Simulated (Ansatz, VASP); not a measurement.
# Pt: VASP beside Ansatz, part 2 of 2

Aim: how closely do two programs agree when they are given the same cell, functional and k mesh? The cell is taken from a series of runs on this material, whose earlier steps may have relaxed, scaled, displaced or heated it; both programs get it as it stands.

VASP 6.6.1 and Ansatz 0.2.0.

So far. Step 5 (VASP: single point, LDA, pair 2): The run ends at a pressure of 10.81 GPa.

## 6. Ansatz: single point, LDA, pair 2

Level of this step: Ansatz beside VASP: Kohn-Sham DFT, plane waves, LDA (Ansatz).

The same cell, functional (in two slightly different forms), mesh and smearing now go to Ansatz, which takes its cutoff from its data sets.

The cell is taken from a series of runs on this material, whose earlier steps may have relaxed, scaled, displaced or heated it; both programs get it as it stands.

Contents of input.yaml:

```yaml
crystal:
  lattice:
    - [0.0, 1.9270244403, 1.9270244403]
    - [1.9270244403, 0.0, 1.9270244403]
    - [1.9270244403, 1.9270244403, 0.0]
  atoms:
    - { symbol: Pt, position: [0.0, 0.0, 0.0] }
kpoints:
  mp_grid: { grid: [20, 20, 20] }
hamiltonian:
  xc: lda
  pseudopotentials: { kind: paw, azcp: { folder: soft_1 }, xc_functional: pbe }
scf:
  occupations: { method: methfessel_paxton, width: 0.2 }
  lower_state_search: "off"
output:
  forces: true
  stress: true
  eigenvalues: true
```

Launch:

```sh
ansatz run input.yaml --threads 8 --pin off --max-ram 16384MiB --backend cpu --events-out ev --progress --plain --runs-dir out
```

Numbers of over 12 decimals in the logs are rounded to 6 here.

Log:

```text
[...]
Crystal: 1 atoms, lattice volume = 14.312 Å³
Basis set: ecut = 420 eV, 283 PW (Γ)
Bands: 13, of which v1, the nominal top of the filled ones, is band 9 counted from 1 (8 counted from 0)
Symmetry: 48 space group operations
[...]
k-points: 256 of 8000
[...]
--- Band table (eV; the first three rows and the last of 256) ---
  k-point 0: bands = [... 5 lower, 20.5473, 20.5473, 20.5473, 22.9348, 22.9348, 39.2027, 44.3749, 44.3749]
  k-point 1: bands = [... 5 lower, 20.4971, 20.5915, 20.5915, 22.9086, 22.9086, 39.3744, 43.8241, 44.5420]
  k-point 2: bands = [... 5 lower, 20.3641, 20.7108, 20.7108, 22.8476, 22.8476, 39.8543, 42.6217, 45.0318]
  k-point 255: bands = [... 5 lower, 19.7250, 19.7250, 22.4937, 25.2624, 32.0879, 33.2324, 33.2324, 37.2414]
[key lines of the parts left out:]
SCF converged after 6 iterations
Free energy (F): -12246.263922 eV
Fermi energy:    24.714772 eV
P = ⅓ Tr σ = 10.1636 GPa (101.636 kbar)
```

The run ends at a pressure of 10.16 GPa.

## 7. Side by side

What differs besides the data sets and the points named for the pairs above, as far as they apply: the data sets hold 18 valence electrons in Ansatz (on its PAW soft_1 files) and 10 in VASP. Total energies have different zeros and are not compared.

Both answers:

```csv
quantity,Ansatz,VASP,difference
pressure (GPa),10.16,10.81,-0.65
```

## 8. VASP: single point, LDA, pair 3

With cell and atoms fixed, the geometry can't cause a difference; cores, projectors, grids and the points listed under the comparison can. The cell compared in this pair holds 14.98 Å³, against 14.31 Å³ for the pair before.

Contents of INCAR:

```
SYSTEM = Pt
PREC = Accurate
ENCUT = 500
EDIFF = 1E-06
NELM = 120
ISMEAR = 1
SIGMA = 0.2
LREAL = .FALSE.
ALGO = Normal
GGA = PW92
NBANDS = 11
LASPH = .TRUE.
LORBIT = 11
LWAVE = .FALSE.
LCHARG = .FALSE.
ISIF = 2
GGA_COMPAT = .FALSE.
```

Contents of POSCAR:

```
Pt
1.0
    0.0000000000      1.9563744941      1.9563744941
    1.9563744941      0.0000000000      1.9563744941
    1.9563744941      1.9563744941      0.0000000000
Pt
1
Direct
    0.0000000000      0.0000000000      0.0000000000
```

Contents of KPOINTS:

```
Automatic mesh
0
Gamma
20 20 20
0 0 0
```

PAW data sets: Pt (LDA family, release 64).

Launch:

```sh
mpirun -np 1 vasp_std
```

Log:

```text
[... set-up lines as in an earlier step ...]
 entering main loop
       N       E                     dE             d eps       ncg     rms          rms(c)
DAV:   1     0.384253279541E+02    0.38425E+02   -0.52309E+03  5712   0.818E+02
DAV:   2    -0.732830343436E+01   -0.45754E+02   -0.44038E+02  6475   0.177E+02
DAV:   3    -0.792897063039E+01   -0.60067E+00   -0.59537E+00  6628   0.192E+01
DAV:   4    -0.793134430724E+01   -0.23737E-02   -0.23733E-02  6498   0.142E+00
[...]
DAV:   9    -0.749974347206E+01    0.16194E-03   -0.11409E-04  6379   0.102E-01    0.125E-02
DAV:  10    -0.749974698548E+01   -0.35134E-05   -0.23182E-06  6682   0.103E-02    0.208E-03
DAV:  11    -0.749974704296E+01   -0.57489E-07   -0.43363E-08  3416   0.194E-03
   1 F= -.74997470E+01 E0= -.74993935E+01  d E =-.106078E-02
```

OUTCAR, selected parts (step 8):

```text
  Total       -0.3617919     -0.3617919     -0.3617919      0.0000000      0.0000000      0.0000000
  in kB      -38.7064642    -38.7064642    -38.7064642      0.0000000      0.0000000      0.0000000
  external PRESSURE =     -38.7064642 kB  Pullay stress =       0.0000000 kB

  FREE ENERGIE OF THE ION-ELECTRON SYSTEM (eV)
  ---------------------------------------------------
  free  energy   TOTEN  =        -7.4997470430 eV

  energy  without entropy=       -7.4986862666  energy(sigma->0) =       -7.49939345

[... 2 parts as in an earlier step ...]

[... 2 further parts left out ...]
[key lines of the parts left out:]
E-fermi :  11.2763
```

The run ends at a pressure of -3.87 GPa.

## 9. Ansatz: single point, LDA, pair 3

The same cell, functional (in two slightly different forms), mesh and smearing now go to Ansatz, which takes its cutoff from its data sets.

The cell is taken from a series of runs on this material, whose earlier steps may have relaxed, scaled, displaced or heated it; both programs get it as it stands.

input.yaml, the sections that differ from step 6:

```yaml
crystal:
  lattice:
    - [0.0, 1.9563744941, 1.9563744941]
    - [1.9563744941, 0.0, 1.9563744941]
    - [1.9563744941, 1.9563744941, 0.0]
  atoms:
    - { symbol: Pt, position: [0.0, 0.0, 0.0] }
# kpoints, hamiltonian, scf, output: as in step 6
```

Launch:

```sh
ansatz run input.yaml --threads 8 --pin off --max-ram 16384MiB --backend cpu --events-out ev --progress --plain --runs-dir out
```

Log:

```text
[...]
Crystal: 1 atoms, lattice volume = 14.976 Å³
Basis set: ecut = 420 eV, 283 PW (Γ)
Bands: 13, of which v1, the nominal top of the filled ones, is band 9 counted from 1 (8 counted from 0)
Symmetry: 48 space group operations
[...]
k-points: 256 of 8000
[...]
--- Band table (eV; the first three rows and the last of 256) ---
  k-point 0: bands = [... 5 lower, 19.3876, 19.3876, 19.3876, 21.6064, 21.6064, 37.8867, 42.8041, 42.8041]
  k-point 1: bands = [... 5 lower, 19.3414, 19.4289, 19.4289, 21.5828, 21.5828, 38.0454, 42.2570, 42.9591]
  k-point 2: bands = [... 5 lower, 19.2190, 19.5406, 19.5406, 21.5279, 21.5279, 38.4882, 41.0579, 43.4133]
  k-point 255: bands = [... 5 lower, 18.6178, 18.6178, 21.2153, 23.7580, 30.3026, 31.5368, 31.5368, 35.3803]
[key lines of the parts left out:]
SCF converged after 6 iterations
Free energy (F): -12246.274436 eV
Fermi energy:    23.258487 eV
P = ⅓ Tr σ = -4.4035 GPa (-44.035 kbar)
```

The run ends at a pressure of -4.40 GPa.

## 10. Side by side

What differs besides the data sets and the points named for the pairs above, as far as they apply: the data sets hold 18 valence electrons in Ansatz (on its PAW soft_1 files) and 10 in VASP. Total energies have different zeros and are not compared.

The two programs side by side:

```
      quantity  Ansatz   VASP  difference
pressure (GPa)   -4.40  -3.87       -0.53
```

## 11. Results

```yaml
difference_in_pressure_single_point_lda_pair_1: -0.60 GPa
difference_in_pressure_single_point_lda_pair_2: -0.65 GPa
difference_in_pressure_single_point_lda_pair_3: -0.53 GPa
```

The difference in pressure is -0.65 GPa (single point, LDA, pair 2), within the 1 GPa picked in this series as the mark of a large difference. The data sets hold unlike numbers of valence electrons (18 in Ansatz and 10 in VASP), so part of the differences comes from the potentials. 2 further runs of this series are not shown here. How closely two codes agree says nothing of how well the functional describes the real material.

[Lines on the potential files, build, host, timing and source positions are cut from VASP's logs without a mark.]

[Logs are printed without paths, hosts, clocks, repeated set-up lines and the standing remarks that a program may print on its own settings, such as how far it seeks lower states.]

[Hosts, paths, dates, database ids (printed as entryN), source tags and the programs' standing remarks are cut or masked in the printed files.]
